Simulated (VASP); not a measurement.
CuI (zinc blende): the band gap from VASP (plane waves, PAW) at several levels of theory. Gaps are without spin-orbit coupling. Each level names its cell: its own relaxed one, PBE's, or the starting one. A gap is the smallest over the k-mesh and a band path; hybrids may have named points in place of the path, and GW has the mesh alone. The errors mix the missing spin-orbit coupling with the functional's own.

| level | band gap (eV) | error against measurement (eV) |
|---|---|---|
| LDA (own cell) | 1.28 | -1.84 |
| PBE (own cell) | 1.12 | -2.00 |
| PBEsol (own cell) | 1.19 | -1.93 |
| RPBE (own cell) | 1.12 | -2.00 |
| AM05 (own cell) | 1.25 | -1.87 |
| PBE-D3(BJ) (own cell) | 1.27 | -1.85 |
| PBE-D4 (own cell) | 1.27 | -1.85 |
| optB88-vdW (own cell) | 1.11 | -2.01 |
| rev-vdW-DF2 (own cell) | 1.11 | -2.01 |
| revTPSS (own cell) | 1.37 | -1.75 |
| SCAN (own cell) | 1.57 | -1.55 |
| r2SCAN (own cell) | 1.68 | -1.44 |
| r2SCAN+rVV10 (own cell) | 1.68 | -1.44 |

Measured: 3.12 eV (as given by Abedi et al., (2022), arXiv:2211.14644).

The cell of the LDA (own cell) run:

Space group F-43m (No. 216); a = 5.8668 Å, b = 5.8668 Å, c = 5.8668 Å, α = 90.00°, β = 90.00°, γ = 90.00°

| atom | site | symmetry | x | y | z |
|---|---|---|---|---|---|
| Cu | 4a | -43m | 0.0000 | 0.0000 | 0.0000 |
| I | 4d | -43m | 0.7500 | 0.7500 | 0.7500 |
(The calculation used a cell of 2 atoms; values per cell refer to that cell.)

Only levels that ran to the end are used. Left out are those held back, those with too coarse a band path, GW runs whose mesh misses a band edge, hybrids' fits of cells that aren't cubic and levels without matching references; a question may draw on a part of the rest.

The compound is CuI in the zinc blende structure.
